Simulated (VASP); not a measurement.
```
CaS
1.0
    0.00000     2.57177     2.57177
    2.57177     0.00000     2.57177
    2.57177     2.57177     0.00000
Ca S
1 1
Direct
  0.00000   0.00000   0.00000
  0.50000   0.50000   0.50000
```

Level of theory: PBEsol GGA, VASP's PBE PAW potentials (set 64) (plane waves; VASP). Run with 500 eV cut-off, 9×9×9 Γ-centred mesh, Gaussian smearing of 0.050 eV, potentials Ca_sv S.

Question: What does the run give for the energy per atom (σ→0), pressure?

Answer: 
```
Quantity                       Result
---------------------  --------------
energy per atom (σ→0)  -5.056 eV/atom
pressure                   299.6 kbar
```

The absolute energy has meaning only against runs of the same code, potentials and settings.

The structure was generated: CaS was put into the rock salt type (Fm-3m), which need not be its known phase. It was relaxed first under an external pressure of 30 GPa.
